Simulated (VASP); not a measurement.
# Mg6AlMo under changes of volume

One of the cells (20.127 Å³/atom); the others are scaled copies at fixed shape and fractional positions:

```
Mo Al Mg
1.0
     4.85026    0.00000    0.00000
     0.00000    3.09884    5.35646
     0.00000   -3.09884    5.35646
Mo Al Mg
1 1 6
Direct
  0.50000 0.67612 0.67612
  0.00000 0.81510 0.81510
  0.50000 0.16608 0.16608
  0.50000 0.67201 0.16283
  0.50000 0.16283 0.67201
  0.00000 0.33352 0.33352
  0.00000 0.82472 0.34961
  0.00000 0.34961 0.82472
```

The cell comes from a database or a generator and needn't be the stable form of this composition.

* Program: VASP 6.6.1
* Functional: PBE
* Potentials or basis: VASP PAW PBE potentials, release 64 (Mo_sv, Al, Mg)
* Cutoff: 520 eV
* k mesh: 6 × 5 × 5
* Occupations: fermi-dirac, width 0.05 eV
* Spin: no spin polarisation

```tsv
volume (Å³/atom)	energy over the lowest point (meV/atom)	pressure (GPa)	largest force (eV/Å)
18.549	13.66	4.2	0.195
18.943	5.19	2.7	0.148
19.338	0.31	1.3	0.105
20.127	0.00	-1.1	0.087
20.522	?	?	?
20.916	10.34	-3.0	0.190
```

What does the run at 20.522 Å³/atom give?

Energy over the lowest point 3.97 meV/atom; pressure -2.1 GPa; largest force 0.141 eV/Å.

Worked out: A Birch-Murnaghan fit of order 3 (a polynomial in V^(-2/3)) to the other rows has its minimum at 19.75 Å³/atom with B0 = V·E''(V) = 59 GPa and B' = 4.1 at fixed shape and positions, which overstates the stiffness. It gives 3.98 meV/atom at 20.522 Å³/atom, against the run's 3.97, and -dE/dV = -2.1 GPa, against -2.1.

Energies are extrapolated to zero smearing.
